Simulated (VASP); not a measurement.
Input:

```
Mg2Ge
1.0
    0.00000     3.15575     3.15575
    3.15575     0.00000     3.15575
    3.15575     3.15575     0.00000
Mg Ge
2 1
Cartesian
  1.57787   1.57787   1.57787
  4.73362   4.73362   4.73362
  0.00000   0.00000   0.00000
```

Calculation: vdW-DF-cx, VASP's PBE PAW potentials (set 64) (plane waves; VASP 6.6.1). Run with 520 eV cut-off, 6×6×6 Γ-centred mesh, Gaussian smearing of 0.050 eV, potentials Mg Ge_d.

Question: Predict the energy per atom (σ→0), pressure, band gap (on the k-mesh) with the smallest direct gap where there is one.

Answer: 
```
Item                                         Result
-----------------------------------  --------------
band gap (on the k-mesh)                    0.12 eV
smallest direct gap (on the k-mesh)         1.27 eV
energy per atom (σ→0)                -0.844 eV/atom
pressure                                   1.65 GPa
```

The absolute energy has meaning only against runs of the same code, potentials and settings.

The compound is Mg2Ge in the antifluorite structure. This cell is one point of a volume scan, at 0.97 of the reference volume.
